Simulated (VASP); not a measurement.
A convergence study with VASP on Tl (space group no. 194 when undisturbed): one setting is varied, all else stays as given below, so the limit is that of these other settings. One atom is moved off its site, so that forces are finite.

```
CELL_PARAMETERS angstrom
      1.72481    -2.98746     0.00000
      1.72481     2.98746     0.00000
      0.00000     0.00000     5.50344
ATOMIC_POSITIONS crystal
  Tl 0.33333 0.66667 0.25909
  Tl 0.66667 0.33333 0.75000
```

Computed with PBE GGA, VASP's PBE PAW potentials (set 64) (plane waves; VASP 6.6.1). The tightest run used: 720 eV cut-off, 11×11×6 Γ-centred mesh, Gaussian smearing of 0.10 eV, potentials Tl_d.

| setting | E (eV/atom) | pressure (GPa) | largest force (eV/Å) | plane waves |
|---|---|---|---|---|
| ENCUT = 105 | 13.3584 | -740.90 | 0.272 | 145 |
| ENCUT = 120 | 4.4181 | -471.03 | 0.060 | 179 |
| ENCUT = 135 | 0.2179 | -285.13 | 0.269 | 214 |
| ENCUT = 150 | -0.9911 | -167.84 | 0.061 | 248 |
| ENCUT = 165 | -1.6868 | -93.31 | 0.091 | 287 |
| ENCUT = 180 | -2.0178 | -48.71 | 0.172 | 324 |
| ENCUT = 210 | -2.1749 | -8.40 | 0.155 | 401 |
| ENCUT = 240 | -2.2001 | 2.23 | 0.146 | 494 |

### Question
These are the cheaper rows. Estimate the results at ENCUT = 720, and how far the last row shown lies from them.

### Answer

```csv
quantity,tightest run,last row shown is off by
E (eV/atom),-2.1964,-0.0038
pressure (GPa),3.58,-1.35
largest force (eV/Å),0.145,0.001
```

Left out are rungs that failed or repeat a setting and relaxations that didn't move; long series are thinned to 24 rows.

The structure is a typed Tl crystal (space group no. 194). The cell was not relaxed at this level, it is distorted from the ideal structure.
